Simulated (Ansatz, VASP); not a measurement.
# One calculation of LiAl12, two programs

```xyz
13
Lattice="5.6337 0.0000 0.0000 -2.8168 4.8789 0.0000 0.0000 0.0000 20.0322" Properties=species:S:1:pos:R:3 pbc="T T T"
Al    1.4084    0.8132    4.0000
Al    0.0000    3.2526    4.0000
Al    4.2253    0.8132    4.0000
Al    2.8168    3.2526    4.0000
Al    0.0000    1.6263    6.2663
Al   -1.4084    4.0658    6.2663
Al    2.8168    1.6263    6.2663
Al    1.4084    4.0658    6.2663
Al    0.0000    0.0000    8.5322
Al   -1.4084    2.4395    8.5322
Al    2.8168    0.0000    8.5322
Al    1.4084    2.4395    8.5322
Li    0.0000    0.0000   11.0060
```

Alike in both runs: functional LDA; k mesh 6 × 6 × 1; occupations gaussian, width 0.1 eV; no spin polarisation.

Ansatz relaxed the structure, and its values are those at the end. VASP's run is a single point on that final structure, the one shown.

|  | VASP | Ansatz |
| --- | --- | --- |
| version | VASP 6.6.1 | Ansatz 0.2.0 |
| potentials or method | VASP PAW LDA potentials, release 64 (Al, Li_sv) | scalar-relativistic, plane waves, PAW |
| plane-wave cutoff (eV) | 520 | 420 |
| valence electrons in the cell | 39 | 39 |

```tsv
	VASP	Ansatz	Ansatz less VASP
gap on the k mesh at the Fermi level (eV)	none	none	-
rms of the force components (eV/Å)	0.109	0.108	-0.0016
```

A gap of «none» marks a metal or a gap that the smearing closes. Ansatz warned: «vacuum_density_over_bound».
